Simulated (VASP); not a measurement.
Data:

```
Zr
1.0
    1.61445    -2.79630     0.00000
    1.61445     2.79630     0.00000
    0.00000     0.00000     5.17331
Zr
2
Direct
  0.33333   0.66667   0.25000
  0.66667   0.33333   0.75000
```

All values below come from PBE GGA, VASP's PBE PAW potentials (set 64) (plane waves; VASP). Numerical set-up: 480 eV cut-off, 12×12×8 Γ-centred mesh, first-order Methfessel-Paxton smearing of 0.10 eV, potentials Zr_sv.

Question: Estimate the energy per atom (σ→0), band gap (on the k-mesh) with the smallest direct gap where there is one.

Answer: 
The band gap (on the k-mesh) comes out as none (metal, semimetal or under 0.01 eV) and the energy per atom (σ→0) comes out as -8.519 eV/atom.

Only differences to runs with the same potentials and settings are physical.

The compound is Zr in the hcp structure. It was relaxed first.
